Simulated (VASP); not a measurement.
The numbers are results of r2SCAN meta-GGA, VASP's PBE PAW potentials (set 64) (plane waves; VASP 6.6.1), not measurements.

VASP input:

### KPOINTS
```
kpoints
0
Gamma
 14 14 5
0 0 0
```

File KPOINTS_OPT:
```
k-points along high-symmetry lines
6
Line-mode
Reciprocal
  0.000000   0.000000   0.000000 ! GAMMA
  0.500000  -0.000000   0.000000 ! M

  0.500000  -0.000000   0.000000 ! M
  0.333333   0.333333   0.000000 ! K

  0.333333   0.333333   0.000000 ! K
  0.000000   0.000000   0.000000 ! GAMMA

  0.000000   0.000000   0.000000 ! GAMMA
  0.000000   0.000000   0.500000 ! A

  0.000000   0.000000   0.500000 ! A
  0.500000  -0.000000   0.500000 ! L

  0.500000  -0.000000   0.500000 ! L
  0.333333   0.333333   0.500000 ! H

  0.333333   0.333333   0.500000 ! H
  0.000000   0.000000   0.500000 ! A

  0.500000  -0.000000   0.500000 ! L
  0.500000  -0.000000   0.000000 ! M

  0.333333   0.333333   0.500000 ! H
  0.333333   0.333333   0.000000 ! K
```

### INCAR
```
! general
SYSTEM   =  WO
PREC     =  Accurate
ENCUT    =  520
LREAL    =  .False.
LASPH    =  .True.

! electronic loop
EDIFF    =  1E-7
NELM     =  100
ALGO     =  Normal
LMAXMIX  =  6
LMIXTAU  =  .True.

! smearing
ISMEAR   =  -5

! functional
METAGGA  =  R2SCAN

! ions
ISIF     =  2

! output
LWAVE    =  .False.
LCHARG   =  .False.
LORBIT   =  11
NEDOS    =  601

! other
LEFG     =  .True.
```

**POSCAR**
```
WO
13.9163820
  0.2003308186   0.0000000000   0.0000000000
 -0.1001654093   0.1734915672   0.0000000000
  0.0000000000   0.0000000000   0.4999999881
W O
2 2
Cart
 -0.0000001002   0.1156611027   0.0175865844
  0.1001655095   0.0578304646   0.2675865784
 -0.0000001002   0.1156611027   0.1699134111
  0.1001655095   0.0578304646   0.4199134052
```

POTCAR, in this order: W_sv O (PBE.64 set). Program: vasp_std.

Output

### OUTCAR
```
 ion  position               nearest neighbor table
   1  0.333  0.667  0.035-   4 2.11   4 2.11   4 2.11   3 2.12
   2  0.667  0.333  0.535-   3 2.11   3 2.11   3 2.11   4 2.12
   3  0.333  0.667  0.340-   2 2.11   2 2.11   2 2.11   1 2.12
   4  0.667  0.333  0.840-   1 2.11   1 2.11   1 2.11   2 2.12
  LATTYP: Found a hexagonal cell.
 ALAT       =     2.7878801979
 C/A-ratio  =     2.4958715369
 Subroutine PRICEL returns:
 Original cell was already a primitive cell.
 Subroutine GETGRP returns: Found 12 space group operations
The static configuration has the point symmetry C_3v.
 The point group associated with its full space group is C_6v.
The dynamic configuration has the point symmetry C_3v.
 Subroutine INISYM returns: Found 12 space group operations
 Subroutine IBZKPT returns following result:
 Found     72 irreducible k-points:

 Following reciprocal coordinates:
            Coordinates               Weight
  0.000000  0.000000  0.000000      1.000000
  0.071429 -0.000000  0.000000      6.000000
  0.142857 -0.000000  0.000000      6.000000
  0.214286 -0.000000  0.000000      6.000000
  0.285714  0.000000  0.000000      6.000000
...
```

File OSZICAR:
```
       N       E                     dE             d eps       ncg     rms          rms(c)
DAV:   1     0.385256001677E+03    0.38526E+03   -0.24991E+04  3456   0.196E+03
DAV:   2    -0.107228742356E+03   -0.49248E+03   -0.48713E+03  3936   0.574E+02
DAV:   3    -0.134431554852E+03   -0.27203E+02   -0.27067E+02  4328   0.132E+02
DAV:   4    -0.134860083821E+03   -0.42853E+00   -0.42829E+00  3920   0.172E+01
DAV:   5    -0.134865544006E+03   -0.54602E-02   -0.54515E-02  4248   0.193E+00    0.377E+01
DAV:   6    -0.123346065002E+03    0.11519E+02   -0.19166E+01  4432   0.369E+01    0.118E+01
DAV:   7    -0.118352565615E+03    0.49935E+01   -0.28656E+00  4248   0.112E+01    0.310E+00
DAV:   8    -0.118858088907E+03   -0.50552E+00   -0.13126E+00  3888   0.848E+00    0.240E+00
DAV:   9    -0.118904942893E+03   -0.46854E-01   -0.58297E-01  3736   0.599E+00    0.474E-01
DAV:  10    -0.119090087972E+03   -0.18515E+00   -0.62445E-02  4168   0.207E+00    0.279E-01
DAV:  11    -0.119116778713E+03   -0.26691E-01   -0.47087E-02  3616   0.165E+00    0.163E-01
DAV:  12    -0.119124872521E+03   -0.80938E-02   -0.79968E-03  3688   0.704E-01    0.666E-02
DAV:  13    -0.119134253476E+03   -0.93810E-02   -0.30468E-03  3608   0.437E-01    0.287E-02
DAV:  14    -0.119134880431E+03   -0.62695E-03   -0.63942E-04  4096   0.212E-01    0.290E-02
DAV:  15    -0.119134923810E+03   -0.43379E-04   -0.27357E-04  3664   0.118E-01    0.134E-02
DAV:  16    -0.119135005522E+03   -0.81712E-04   -0.20572E-05  4352   0.350E-02    0.338E-03
DAV:  17    -0.119134978970E+03    0.26552E-04   -0.11680E-05  3528   0.280E-02    0.995E-04
DAV:  18    -0.119134996825E+03   -0.17855E-04   -0.56886E-07  3616   0.674E-03    0.441E-04
DAV:  19    -0.119134991628E+03    0.51968E-05   -0.13802E-07  2056   0.337E-03    0.232E-04
DAV:  20    -0.119134992378E+03   -0.75043E-06   -0.14158E-08  1808   0.100E-03    0.140E-04
DAV:  21    -0.119134990804E+03    0.15743E-05   -0.69332E-09  1776   0.741E-04    0.751E-05
DAV:  22    -0.119134991583E+03   -0.77924E-06   -0.31667E-09  1760   0.473E-04    0.401E-05
DAV:  23    -0.119134991371E+03    0.21200E-06   -0.62724E-10  1760   0.172E-04    0.571E-05
DAV:  24    -0.119134991392E+03   -0.21041E-07   -0.11470E-10  1760   0.852E-05
   1 F= -.11913499E+03 E0= -.11913499E+03  d E =0.000000E+00
       N       E                     dE             ncg
```

**OUTCAR**
```
------------------------ aborting loop because EDIFF is reached ----------------------------------------
  FORCE on cell =-STRESS in cart. coord.  units (eV):
  Direction    XX          YY          ZZ          XY          YZ          ZX
  --------------------------------------------------------------------------------------
  Total        0.0348822      0.0348822      0.1384078     -0.0000000      0.0000000      0.0000000
  in kB        1.1932719      1.1932717      4.7347379     -0.0000000      0.0000000      0.0000000
  external PRESSURE =       2.3737605 kB  Pullay stress =       0.0000000 kB
  volume of cell :       46.84
      direct lattice vectors                 reciprocal lattice vectors
     2.787880198  0.000000000  0.000000000     0.358695471  0.207092940  0.000000000
    -1.393940099  2.414374923  0.000000000     0.000000000  0.414185879  0.000000000
     0.000000000  0.000000000  6.958190834     0.000000000  0.000000000  0.143715518
 POSITION                                       TOTAL-FORCE (eV/Angst)
 -----------------------------------------------------------------------------------
     -0.00000      1.60958      0.24474        -0.000000      0.000000     -0.074454
      1.39394      0.80479      3.72384         0.000000     -0.000000     -0.074454
     -0.00000      1.60958      2.36458        -0.000000      0.000000      0.074454
      1.39394      0.80479      5.84368         0.000000     -0.000000      0.074454
 -----------------------------------------------------------------------------------
    total drift:                               -0.002709      0.001564      0.018514
  FREE ENERGIE OF THE ION-ELECTRON SYSTEM (eV)
  ---------------------------------------------------
  free  energy   TOTEN  =      -119.1349913923 eV

  energy  without entropy=     -119.1349913923  energy(sigma->0) =     -119.13499139

 total charge

# of ion       s       p       d       tot
------------------------------------------
    1        2.341   6.356   3.256  11.954
    2        2.341   6.356   3.256  11.954
    3        1.565   3.508   0.000   5.074
    4        1.565   3.508   0.000   5.074
--------------------------------------------------
tot          7.813  19.729   6.513  34.054

 Electric field gradients after diagonalization (V/A^2)
 (convention: |V_zz| > |V_xx| > |V_yy|)
----------------------------------------------------------------------
 ion       V_xx      V_yy      V_zz     asymmetry (V_yy - V_xx)/ V_zz
----------------------------------------------------------------------
   1     -65.205   -65.201   130.406       0.000
   2     -65.205   -65.201   130.405       0.000
   3     -17.260   -17.256    34.516       0.000
   4     -17.260   -17.256    34.516       0.000
```
(Selected blocks of OUTCAR.)

For a metal the tetrahedron method with Blöchl corrections gives inexact stress and forces.

The structure was generated: WO was put into the wurtzite type (P6_3mc), which need not be its known phase. It was relaxed first, which changed the volume by -36 %.
